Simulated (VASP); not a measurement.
Method: r2SCAN meta-GGA, VASP's PBE PAW potentials (set 64) (plane waves; VASP).

Input for VASP

POSCAR:
```
VSi
1.0
  4.1616433262   0.0000000000   0.0000000000
 -2.0808216631   3.6040884778   0.0000000000
  0.0000000000   0.0000000000   4.6617321875
V Si
2 2
direct
  0.3333330000   0.6666670000   0.9374702153
  0.6666670000   0.3333330000   0.4374702153
  0.3333330000   0.6666670000   0.4375297847
  0.6666670000   0.3333330000   0.9375297847
```

### KPOINTS
```
K-points
0
Gamma
  8 8 6
0 0 0
```

INCAR:
```
SYSTEM = VSi
PREC = Accurate; ENCUT = 400; LREAL = .FALSE.
LASPH = .TRUE.
EDIFF = 1E-6; NELM = 100; ALGO = Normal
LMAXMIX = 4; LMIXTAU = .TRUE.
ISMEAR = 1; SIGMA = 0.1
METAGGA = R2SCAN
MAGMOM = 2*2.0 2*0.0
ISPIN = 2
IBRION = 2; NSW = 60; ISIF = 3
EDIFFG = -0.02
LWAVE = .FALSE.; LCHARG = .FALSE.; LORBIT = 10
```

POTCAR, in this order: V_sv Si (PBE.64 set). Program: vasp_std.

What VASP printed:

**OUTCAR**
```
 ion  position               nearest neighbor table
   1  0.333  0.667  0.937-   3 2.33   3 2.33   4 2.40   4 2.40   4 2.40
   2  0.667  0.333  0.437-   4 2.33   4 2.33   3 2.40   3 2.40   3 2.40
   3  0.333  0.667  0.438-   1 2.33   1 2.33   2 2.40   2 2.40   2 2.40
   4  0.667  0.333  0.938-   2 2.33   2 2.33   1 2.40   1 2.40   1 2.40
  LATTYP: Found a hexagonal cell.
 ALAT       =     4.1616433262
 C/A-ratio  =     1.1201661993
 Subroutine PRICEL returns:
 Original cell was already a primitive cell.
 Subroutine GETGRP returns: Found 12 space group operations
The static configuration has the point symmetry C_3v.
 The point group associated with its full space group is C_6v.
The dynamic configuration has the point symmetry C_3v.
The overall configuration has the point symmetry C_3v.
 Subroutine INISYM returns: Found 12 space group operations
 Subroutine IBZKPT returns following result:
 Found     40 irreducible k-points:

 Following reciprocal coordinates:
            Coordinates               Weight
  0.000000  0.000000  0.000000      1.000000
  0.125000  0.000000  0.000000      6.000000
  0.250000  0.000000  0.000000      6.000000
  0.375000 -0.000000  0.000000      6.000000
...
```

**OSZICAR**
```
       N       E                     dE             d eps       ncg     rms          rms(c)
DAV:   1     0.303052091106E+03    0.30305E+03   -0.18435E+04  4272   0.126E+03
DAV:   2    -0.395821276825E+02   -0.34263E+03   -0.33408E+03  3796   0.426E+02
DAV:   3    -0.554614685137E+02   -0.15879E+02   -0.15427E+02  5012   0.908E+01
DAV:   4    -0.557511287023E+02   -0.28966E+00   -0.28910E+00  4371   0.117E+01
DAV:   5    -0.557575946393E+02   -0.64659E-02   -0.64627E-02  4673   0.171E+00    0.342E+01
DAV:   6    -0.475873841682E+02    0.81702E+01   -0.67907E+01  4587   0.723E+01    0.135E+01
DAV:   7    -0.449764176551E+02    0.26110E+01   -0.16490E+01  4356   0.348E+01    0.679E+00
DAV:   8    -0.447614420190E+02    0.21498E+00   -0.96262E-01  4388   0.614E+00    0.227E+00
DAV:   9    -0.448596914074E+02   -0.98249E-01   -0.46289E-01  4122   0.455E+00    0.928E-01
DAV:  10    -0.449259840807E+02   -0.66293E-01   -0.13527E-01  3799   0.291E+00    0.267E-01
DAV:  11    -0.449360773495E+02   -0.10093E-01   -0.13996E-02  4045   0.855E-01    0.172E-01
DAV:  12    -0.449384095836E+02   -0.23322E-02   -0.16657E-03  4390   0.290E-01    0.761E-02
DAV:  13    -0.449382859252E+02    0.12366E-03   -0.68432E-04  3988   0.193E-01    0.402E-02
DAV:  14    -0.449385676395E+02   -0.28171E-03   -0.61602E-04  3848   0.183E-01    0.258E-02
DAV:  15    -0.449386451115E+02   -0.77472E-04   -0.43597E-05  4432   0.502E-02    0.109E-02
DAV:  16    -0.449386572772E+02   -0.12166E-04   -0.10417E-05  3758   0.231E-02    0.575E-03
DAV:  17    -0.449386579863E+02   -0.70908E-06   -0.33762E-06  3264   0.117E-02
   1 F= -.44938658E+02 E0= -.44938070E+02  d E =-.449387E+02  mag=     1.5955
       N       E                     dE             d eps       ncg     rms          rms(c)
DAV:   1    -0.463331234614E+02   -0.13945E+01   -0.25648E+01  3981   0.603E+01    0.122E+01
DAV:   2    -0.457491722604E+02    0.58395E+00   -0.22813E+01  4420   0.392E+01    0.826E+00
DAV:   3    -0.449628109459E+02    0.78636E+00   -0.37842E+00  4342   0.146E+01    0.121E+00
DAV:   4    -0.449496476558E+02    0.13163E-01   -0.34363E-01  4783   0.340E+00    0.123E+00
DAV:   5    -0.449408983741E+02    0.87493E-02   -0.45591E-02  4464   0.200E+00    0.366E-01
DAV:   6    -0.449409008598E+02   -0.24857E-05   -0.29696E-03  5331   0.392E-01    0.179E-01
DAV:   7    -0.449407906218E+02    0.11024E-03   -0.33940E-04  5112   0.130E-01    0.706E-02
DAV:   8    -0.449407606475E+02    0.29974E-04   -0.74136E-05  4891   0.726E-02    0.108E-02
DAV:   9    -0.449407734600E+02   -0.12813E-04   -0.90522E-06  3236   0.260E-02    0.523E-03
DAV:  10    -0.449407727503E+02    0.70965E-06   -0.78716E-07  2227   0.768E-03
   2 F= -.44940773E+02 E0= -.44941591E+02  d E =-.211476E-02  mag=     1.7162
       N       E                     dE             d eps       ncg     rms          rms(c)
DAV:   1    -0.452518580430E+02   -0.31108E+00   -0.57678E+00  3932   0.282E+01    0.572E+00
DAV:   2    -0.450557991958E+02    0.19606E+00   -0.35585E+00  4289   0.159E+01    0.325E+00
DAV:   3    -0.449603467963E+02    0.95452E-01   -0.59114E-01  4240   0.603E+00    0.637E-01
DAV:   4    -0.449551831694E+02    0.51636E-02   -0.24015E-02  4133   0.107E+00    0.324E-01
DAV:   5    -0.449556225972E+02   -0.43943E-03   -0.13973E-03  4445   0.350E-01    0.140E-01
DAV:   6    -0.449556834028E+02   -0.60806E-04   -0.98388E-05  4433   0.746E-02    0.944E-02
DAV:   7    -0.449557141724E+02   -0.30770E-04   -0.92394E-05  3827   0.873E-02    0.144E-02
DAV:   8    -0.449557197952E+02   -0.56228E-05   -0.32910E-05  3701   0.531E-02    0.528E-03
DAV:   9    -0.449557225675E+02   -0.27723E-05   -0.28097E-06  3355   0.133E-02    0.268E-03
DAV:  10    -0.449557224521E+02    0.11541E-06   -0.27015E-07  1889   0.458E-03
   3 F= -.44955722E+02 E0= -.44956093E+02  d E =-.170645E-01  mag=     1.6921
       N       E                     dE             d eps       ncg     rms          rms(c)
DAV:   1    -0.449558554373E+02   -0.13287E-03   -0.26203E-03  3918   0.606E-01    0.123E-01
DAV:   2    -0.449557743511E+02    0.81086E-04   -0.17745E-03  4304   0.355E-01    0.730E-02
DAV:   3    -0.449557203185E+02    0.54033E-04   -0.29118E-04  4246   0.133E-01    0.129E-02
DAV:   4    -0.449557186196E+02    0.16990E-05   -0.13685E-05  3335   0.221E-02    0.757E-03
DAV:   5    -0.449557178936E+02    0.72593E-06   -0.11595E-06  2016   0.116E-02
   4 F= -.44955718E+02 E0= -.44956073E+02  d E =-.170599E-01  mag=     1.6912
       N       E                     dE             d eps       ncg     rms          rms(c)
DAV:   1    -0.449646605789E+02   -0.89420E-02   -0.21011E-01  3848   0.552E+00    0.814E-01
DAV:   2    -0.449583598551E+02    0.63007E-02   -0.73501E-02  4202   0.241E+00    0.492E-01
DAV:   3    -0.449562998685E+02    0.20600E-02   -0.11749E-02  4139   0.875E-01    0.140E-01
DAV:   4    -0.449559785441E+02    0.32132E-03   -0.13130E-03  4438   0.283E-01    0.539E-02
DAV:   5    -0.449559918501E+02   -0.13306E-04   -0.76858E-05  4119   0.829E-02    0.232E-02
DAV:   6    -0.449559886433E+02    0.32068E-05   -0.67753E-06  4294   0.216E-02    0.149E-02
DAV:   7    -0.449559861546E+02    0.24887E-05   -0.31955E-06  3258   0.181E-02    0.232E-03
DAV:   8    -0.449559861939E+02   -0.39270E-07   -0.55521E-07  1896   0.815E-03
   5 F= -.44955986E+02 E0= -.44956416E+02  d E =-.268300E-03  mag=     1.6956
       N       E                     dE             d eps       ncg     rms          rms(c)
DAV:   1    -0.449568968094E+02   -0.91065E-03   -0.20442E-02  3841   0.172E+00    0.253E-01
DAV:   2    -0.449562841563E+02    0.61265E-03   -0.69561E-03  4165   0.742E-01    0.151E-01
DAV:   3    -0.449560904684E+02    0.19369E-03   -0.11041E-03  4102   0.269E-01    0.439E-02
DAV:   4    -0.449560590968E+02    0.31372E-04   -0.12573E-04  4406   0.897E-02    0.165E-02
DAV:   5    -0.449560575904E+02    0.15064E-05   -0.69730E-06  3960   0.252E-02    0.735E-03
DAV:   6    -0.449560583582E+02   -0.76787E-06   -0.43565E-07  2008   0.638E-03
   6 F= -.44956058E+02 E0= -.44956465E+02  d E =-.340465E-03  mag=     1.6943
```

**OUTCAR**
```
------------------------ aborting loop because EDIFF is reached ----------------------------------------
  FORCE on cell =-STRESS in cart. coord.  units (eV):
  Direction    XX          YY          ZZ          XY          YZ          ZX
  --------------------------------------------------------------------------------------
  Total        0.0135343      0.0135343      0.0301076      0.0000000      0.0000000      0.0000000
  in kB        0.3025596      0.3025596      0.6730576      0.0000000      0.0000000      0.0000000
  external PRESSURE =       0.4260589 kB  Pullay stress =       0.0000000 kB
  volume of cell :       71.67
      direct lattice vectors                 reciprocal lattice vectors
     4.189689392  0.000000000 -0.000000000     0.238681178  0.137802657  0.000000000
    -2.094844696  3.628377076  0.000000000    -0.000000000  0.275605313 -0.000000000
    -0.000000000 -0.000000000  4.714550162     0.000000000  0.000000000  0.212109314
 POSITION                                       TOTAL-FORCE (eV/Angst)
 -----------------------------------------------------------------------------------
     -0.00000      2.41892      4.41991         0.000000     -0.000000      0.000041
      2.09485      1.20946      2.06264        -0.000000     -0.000000      0.000041
     -0.00000      2.41892      2.06259        -0.000000      0.000000     -0.000041
      2.09485      1.20946      4.41987         0.000000     -0.000000     -0.000041
 -----------------------------------------------------------------------------------
    total drift:                               -0.003248      0.001875      0.010398
  FREE ENERGIE OF THE ION-ELECTRON SYSTEM (eV)
  ---------------------------------------------------
  free  energy   TOTEN  =       -44.9560583582 eV

  energy  without entropy=      -44.9572788965  energy(sigma->0) =      -44.95646520

 total charge

# of ion       s       p       d       tot
------------------------------------------
    1        2.249   6.190   3.138  11.576
    2        2.249   6.190   3.138  11.576
    3        0.804   0.981   0.000   1.785
    4        0.804   0.981   0.000   1.785
--------------------------------------------------
tot          6.106  14.341   6.276  26.723

 magnetization (x)

# of ion       s       p       d       tot
------------------------------------------
    1        0.012  -0.001   0.868   0.879
    2        0.012  -0.001   0.868   0.879
    3       -0.017  -0.057   0.000  -0.075
    4       -0.017  -0.057   0.000  -0.075
--------------------------------------------------
tot         -0.011  -0.116   1.736   1.608

 reached required accuracy - stopping structural energy minimisation
```
(Selected blocks of OUTCAR.)

### CONTCAR
```
VSi
   1.00000000000000
     4.1896893916783453    0.0000000000000000   -0.0000000000000000
    -2.0948446958391727    3.6283770756012013    0.0000000000000000
    -0.0000000000000000   -0.0000000000000000    4.7145501623691057
  V               Si
     2     2
Direct
     0.3333330000000032    0.6666669999999968    0.9375051248871292
     0.6666669999999968    0.3333330000000032    0.4375051248871292
     0.3333330000000032    0.6666669999999968    0.4374948751128708
     0.6666669999999968    0.3333330000000032    0.9374948751128708
```

Energy and stress use the plane-wave basis of the starting cell.

The structure was generated: VSi was put into the wurtzite type (P6_3mc), which need not be its known phase. This run relaxes it. It ends in space group P6_3/mmc. Symmetry was kept, so distortions that lower it aren't found. The start is the result of an earlier pass.
